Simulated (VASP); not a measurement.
Consider the following.

```xyz
3
Lattice="1.5619 -2.7052 0.0000 1.5619 2.7052 0.0000 0.0000 0.0000 3.4438" Properties=species:S:1:pos:R:3 pbc="T T T"
Hf     0.0000     0.0000     3.4438
B      1.5619     0.9017     1.7219
B      1.5619    -0.9017     1.7219
```

Calculation: AM05 GGA, VASP's PBE PAW potentials (set 64) (plane waves; VASP). Run with 520 eV cut-off, 13×13×10 Γ-centred mesh, tetrahedra with Blöchl corrections, potentials Hf_pv B.

The cores are frozen, which limits the accuracy of field gradients.

Problem. Give the principal components of the electric field gradient (V/Å²) and the asymmetry η at each nucleus.

Solution. 
```tsv
atom	Vxx	Vyy	Vzz	η
Hf1	-40.6	-40.6	81.2	0.00
B2	-0.7	-0.7	1.5	0.00
B3	-0.7	-0.7	1.5	0.00
```

The compound is HfB2 in the AlB2 type structure. It was relaxed first.
